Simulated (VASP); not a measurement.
A run of VASP 6.6.1:

INCAR

```
  PREC = Accurate
  ENCUT = 520
  EDIFF = 1E-7
  ISMEAR = 0
  SIGMA = 0.05
  LREAL = F
  LASPH = T
  NELM = 100
  ALGO = Fast
  ISIF = 2
  LWAVE = F
  LCHARG = F
  GGA = PS
  NBANDS = 24
```

Contents of KPOINTS:

```
regular mesh
0
Gamma
  4 4 4
```

POSCAR

```
YAlS3
1.0
    4.6429506819      0.0000000000      0.0000000000
    0.0000000000      4.6429506819      0.0000000000
    0.0000000000      0.0000000000      4.6429506819
Y Al S
1 1 3
Direct
    0.0000000000      0.0000000000      0.0000000000
    0.5000000000      0.5000000000      0.5000000000
    0.5000000000      0.5000000000      0.0000000000
    0.5000000000      0.0000000000      0.5000000000
    0.0000000000      0.5000000000      0.5000000000
```

Potentials or basis: VASP PAW PBE potentials, release 64 (Y_sv, Al, S).

Command:

```console
$ cat potpaw_PBE.64/Y_sv/POTCAR potpaw_PBE.64/Al/POTCAR potpaw_PBE.64/S/POTCAR > POTCAR
$ mpirun -np 1 vasp_std > vasp.out
```

Hardware: 1 thread of Intel(R) Xeon(R) Platinum 8488C (Sapphire Rapids) (shared host).

Problem. How long does it take, and how much memory?

Solution. Run time: 40 s on 1 thread of Intel(R) Xeon(R) Platinum 8488C (Sapphire Rapids), on a shared host, peak memory 0.22 GiB. Counts: scf iterations 20, k points 10.
